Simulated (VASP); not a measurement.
A convergence study with VASP on WSe2 (2H layered): one setting is varied, all else stays as given below, so the limit is that of these other settings.

```yaml
crystal:
  lattice:
    - [1.64000, -2.84056, 0.00000]
    - [1.64000, 2.84056, 0.00000]
    - [0.00000, 0.00000, 12.96000]
  atoms:
    - { symbol: W, position: [0.33333, 0.66667, 0.25000] }
    - { symbol: W, position: [0.66667, 0.33333, 0.75000] }
    - { symbol: Se, position: [0.33333, 0.66667, 0.87900] }
    - { symbol: Se, position: [0.66667, 0.33333, 0.37900] }
    - { symbol: Se, position: [0.66667, 0.33333, 0.12100] }
    - { symbol: Se, position: [0.33333, 0.66667, 0.62100] }
```

The numbers are results of PBEsol GGA, VASP's PBE PAW potentials (set 64) (plane waves; VASP 6.6.1), not measurements. The tightest run used: 550 eV cut-off, 13×13×3 Monkhorst-Pack mesh, Gaussian smearing of 0.050 eV, potentials W_sv Se.

```tsv
setting	E (eV/atom)	pressure (GPa)	largest force (eV/Å)	irreducible k-points
1×1×1 mesh	-4.2677	23.42	3.848	1
2×2×1 mesh	-7.8904	-0.94	0.166	2
3×3×1 mesh	-7.7364	0.29	0.299	3
4×4×1 mesh	-7.7439	0.40	0.003	6
5×5×1 mesh	-7.7496	0.30	0.023	5
6×6×1 mesh	-7.7499	0.28	0.018	12
```

Q: These are the cheaper rows. Estimate the results at 13×13×3 mesh, and how far the last row shown lies from them.

A: 
| quantity | tightest run | last row shown is off by |
|---|---|---|
| E (eV/atom) | -7.7577 | 0.0078 |
| pressure (GPa) | 0.11 | 0.18 |
| largest force (eV/Å) | 0.017 | 0.002 |

Left out are rungs that failed or repeat a setting and relaxations that didn't move; long series are thinned to 24 rows.

The compound is WSe2 in the 2H layered structure. The cell was not relaxed at this level, forces remain on its atoms.
